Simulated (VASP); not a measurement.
Data:

```xyz
4
Lattice="2.1312 -3.6913 0.0000 2.1312 3.6913 0.0000 0.0000 0.0000 6.9516" Properties=species:S:1:pos:R:3 pbc="T T T"
Cd     2.1312    -1.2304     3.4759
Cd     2.1312     1.2304     0.0001
Se     2.1312    -1.2304     6.0895
Se     2.1312     1.2304     2.6137
```

Calculation: LDA (Ceperley-Alder, Perdew-Zunger), VASP's LDA PAW potentials (set 64) (plane waves; VASP). Numerical set-up: 520 eV cut-off, 7×7×4 Γ-centred mesh, Gaussian smearing of 0.050 eV, potentials Cd Se.

Problem. What does the run give for the energy per atom (σ→0)?

Solution. 
- energy per atom (σ→0) = -3.379 eV/atom

The absolute energy has meaning only against runs of the same code, potentials and settings.

The compound is CdSe in the wurtzite structure. It was relaxed first. The start is the result of an earlier pass.
